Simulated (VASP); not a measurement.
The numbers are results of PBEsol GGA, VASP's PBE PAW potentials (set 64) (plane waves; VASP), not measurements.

VASP ran on this input.

INCAR:
```
# general
SYSTEM =NbZr3C4
PREC   =Accurate
ENCUT  =520
LREAL  =F
LASPH  =T
ICHARG =11

# electronic loop
EDIFF  =1E-7
NELM   =100
ALGO   =Normal
LMAXMIX=4

# smearing
ISMEAR =0
SIGMA  =0.05

# functional
GGA    =PS

# output
LWAVE  =F
LCHARG =F
LORBIT =11
```

**KPOINTS**
```
k-points along high-symmetry lines
15
Line-mode
Reciprocal
  0.000000   0.000000   0.000000 ! GAMMA
  0.000000   0.500000   0.000000 ! X

  0.000000   0.500000   0.000000 ! X
  0.500000   0.500000   0.000000 ! M

  0.500000   0.500000   0.000000 ! M
  0.000000   0.000000   0.000000 ! GAMMA

  0.000000   0.000000   0.000000 ! GAMMA
  0.500000   0.500000   0.500000 ! R

  0.500000   0.500000   0.500000 ! R
  0.000000   0.500000   0.000000 ! X

  0.500000   0.500000   0.500000 ! R
  0.500000   0.500000   0.000000 ! M
```

File POSCAR:
```
NbZr3C4
1
    4.6108933200     0.0000000000     0.0000000000
    0.0000000000     4.6108933200     0.0000000000
    0.0000000000     0.0000000000     4.6108933200
Zr C Nb
3 4 1
Direct
  0.0000000000   0.0000000000   0.0000000000
  0.5000000000   0.5000000000   0.0000000000
  0.5000000000   0.0000000000   0.5000000000
  0.5000000000   0.5000000000   0.5000000000
  0.0000000000   0.0000000000   0.5000000000
  0.0000000000   0.5000000000   0.0000000000
  0.5000000000   0.0000000000   0.0000000000
  0.0000000000   0.5000000000   0.5000000000
```

POTCAR, in this order: Zr_sv C Nb_sv (PBE.64 set). Program: vasp_std. Read from the step before: CHGCAR.

What will the output report for the number of irreducible k-points (NKPTS), number of bands (NBANDS), largest plane-wave count, number of space-group operations, FFT grid (NGX, NGY, NGZ)?

The number of irreducible k-points (NKPTS) is 90. The number of bands (NBANDS) comes out as 39, the largest plane-wave count is 2666 and the number of space-group operations is 48. The FFT grid (NGX, NGY, NGZ) comes out as 36 × 36 × 36.

The structure was generated: NbZr3C4 was put into an ordered model structure (Pm-3m), which need not be its known phase. It was relaxed first. The electron count is odd and the run is not spin-polarised, which forces a metal.
